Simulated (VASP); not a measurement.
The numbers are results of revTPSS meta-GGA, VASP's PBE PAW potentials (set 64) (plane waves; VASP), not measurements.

Input for VASP

**KPOINTS**
```
Automatic mesh
0
G
18 18 9
0 0 0
```

**POSCAR**
```
Zn
1
    1.3113381968    -2.2713047902    -0.0000000000
    1.3113381968     2.2713047902     0.0000000000
    0.0000000000     0.0000000000     4.5393534381
Zn
2
Direct
  0.3333330000   0.6666670000   0.2500000000
  0.6666670000   0.3333330000   0.7500000000
```

### INCAR
```
SYSTEM = Zn
PREC = Accurate
ENCUT = 520
EDIFF = 1E-7
NELM = 100
ALGO = Normal
LREAL = .FALSE.
LASPH = .TRUE.
ISMEAR = -5
METAGGA = RTPSS
LMIXTAU = .TRUE.
LMAXMIX = 4
LWAVE = .FALSE.
LCHARG = .FALSE.
LORBIT = 11
NEDOS = 601
ISIF = 2
```

File KPOINTS_OPT:
```
k-points along high-symmetry lines
6
Line-mode
Reciprocal
  0.000000   0.000000   0.000000 ! GAMMA
 -0.000000   0.500000   0.000000 ! M

 -0.000000   0.500000   0.000000 ! M
 -0.333333   0.666667   0.000000 ! K

 -0.333333   0.666667   0.000000 ! K
  0.000000   0.000000   0.000000 ! GAMMA

  0.000000   0.000000   0.000000 ! GAMMA
  0.000000   0.000000   0.500000 ! A

  0.000000   0.000000   0.500000 ! A
 -0.000000   0.500000   0.500000 ! L

 -0.000000   0.500000   0.500000 ! L
 -0.333333   0.666667   0.500000 ! H

 -0.333333   0.666667   0.500000 ! H
  0.000000   0.000000   0.500000 ! A

 -0.000000   0.500000   0.500000 ! L
 -0.000000   0.500000   0.000000 ! M

 -0.333333   0.666667   0.500000 ! H
 -0.333333   0.666667   0.000000 ! K
```

POTCAR, in this order: Zn (PBE.64 set). Program: vasp_std.

Output of the run:

### OSZICAR
```
       N       E                     dE             d eps       ncg     rms          rms(c)
DAV:   1     0.156394427611E+03    0.15639E+03   -0.17005E+04  5976   0.347E+03
DAV:   2     0.235844714611E+02   -0.13281E+03   -0.13117E+03  7104   0.502E+02
DAV:   3     0.145819574988E+02   -0.90025E+01   -0.89889E+01  8096   0.151E+02
DAV:   4     0.144521086991E+02   -0.12985E+00   -0.12984E+00  8176   0.225E+01
DAV:   5     0.144494210476E+02   -0.26877E-02   -0.26877E-02  8256   0.265E+00    0.548E+00
DAV:   6     0.110794149101E+03    0.96345E+02   -0.21177E+04  5920   0.126E+05    0.778E+00
DAV:   7     0.425710427205E+03    0.31492E+03   -0.94078E+04  5920   0.134E+06    0.886E+00
DAV:   8     0.131568954796E+03   -0.29414E+03   -0.20172E+02  9240   0.680E+03    0.671E+00
DAV:   9     0.663157232228E+01   -0.12494E+03   -0.51941E+01  5920   0.105E+02    0.608E+00
DAV:  10     0.767394018512E+01    0.10424E+01   -0.15387E+00  7368   0.190E+01    0.564E+00
DAV:  11     0.723200153970E+01   -0.44194E+00   -0.28943E-01  6928   0.113E+01    0.736E+00
DAV:  12     0.685412483705E+01   -0.37788E+00   -0.35198E-01  7664   0.131E+01    0.115E+01
DAV:  13     0.599998003377E+01   -0.85414E+00   -0.62640E-01  6424   0.166E+01    0.157E+01
DAV:  14     0.752988293127E+01    0.15299E+01   -0.24063E+00  6224   0.317E+01    0.734E+00
DAV:  15     0.757805374560E+01    0.48171E-01   -0.38444E-01  6736   0.113E+01    0.415E+00
DAV:  16     0.758697520142E+01    0.89215E-02   -0.36589E-02  7328   0.367E+00    0.295E+00
DAV:  17     0.758200195781E+01   -0.49732E-02   -0.22919E-03  6464   0.556E-01    0.260E+00
DAV:  18     0.760279919747E+01    0.20797E-01   -0.66927E-02  6024   0.579E+00    0.109E+00
DAV:  19     0.758828181457E+01   -0.14517E-01   -0.48593E-02  6016   0.513E+00    0.187E+00
DAV:  20     0.760044603015E+01    0.12164E-01   -0.10255E-01  5968   0.719E+00    0.397E-01
DAV:  21     0.760194069248E+01    0.14947E-02   -0.36748E-03  7808   0.135E+00    0.262E-01
DAV:  22     0.760094644920E+01   -0.99424E-03   -0.16234E-03  7800   0.795E-01    0.270E-01
DAV:  23     0.760156579485E+01    0.61935E-03   -0.74804E-04  6680   0.620E-01    0.172E-01
DAV:  24     0.760155209761E+01   -0.13697E-04   -0.15437E-05  6768   0.461E-02    0.163E-01
DAV:  25     0.760183289880E+01    0.28080E-03   -0.90476E-04  6064   0.686E-01    0.356E-02
DAV:  26     0.760183298819E+01    0.89392E-07   -0.34170E-05  7832   0.823E-02    0.241E-02
DAV:  27     0.760183131962E+01   -0.16686E-05   -0.24261E-06  7536   0.250E-02    0.149E-02
DAV:  28     0.760183061667E+01   -0.70295E-06   -0.18041E-06  7272   0.253E-02    0.587E-03
DAV:  29     0.760183035741E+01   -0.25925E-06   -0.37413E-07  5896   0.127E-02    0.460E-03
DAV:  30     0.760183023351E+01   -0.12390E-06   -0.52347E-08  3624   0.396E-03    0.387E-03
DAV:  31     0.760183020248E+01   -0.31032E-07   -0.92250E-08  3208   0.675E-03
   1 F= 0.76018302E+01 E0= 0.76018302E+01  d E =0.000000E+00
       N       E                     dE             ncg
```

### OUTCAR
```
------------------------ aborting loop because EDIFF is reached ----------------------------------------
  FORCE on cell =-STRESS in cart. coord.  units (eV):
  Direction    XX          YY          ZZ          XY          YZ          ZX
  --------------------------------------------------------------------------------------
  Total        0.0450530      0.0450530     -0.1549040      0.0000000     -0.0000000      0.0000000
  in kB        2.6694389      2.6694398     -9.1782348      0.0000000     -0.0000000      0.0000000
  external PRESSURE =      -1.2797853 kB  Pullay stress =       0.0000000 kB
  volume of cell :       27.04
      direct lattice vectors                 reciprocal lattice vectors
     1.311338197 -2.271304790  0.000000000     0.381289892 -0.220137783  0.000000000
     1.311338197  2.271304790  0.000000000     0.381289892  0.220137783  0.000000000
     0.000000000  0.000000000  4.539353438     0.000000000  0.000000000  0.220295690
 POSITION                                       TOTAL-FORCE (eV/Angst)
 -----------------------------------------------------------------------------------
      1.31134      0.75710      1.13484        -0.000000      0.000000      0.000000
      1.31134     -0.75710      3.40452         0.000000     -0.000000      0.000000
 -----------------------------------------------------------------------------------
    total drift:                                0.000000      0.000064      0.000004
  FREE ENERGIE OF THE ION-ELECTRON SYSTEM (eV)
  ---------------------------------------------------
  free  energy   TOTEN  =         7.6018302025 eV

  energy  without entropy=        7.6018302025  energy(sigma->0) =        7.60183020

 total charge

# of ion       s       p       d       tot
------------------------------------------
    1        0.592   0.539   9.768  10.898
    2        0.592   0.539   9.768  10.898
--------------------------------------------------
tot          1.183   1.078  19.536  21.796
```
(Selected blocks of OUTCAR.)

For a metal the tetrahedron method with Blöchl corrections gives inexact stress and forces.

The compound is Zn in the hcp structure. It was relaxed first, which changed the volume by -11 %.
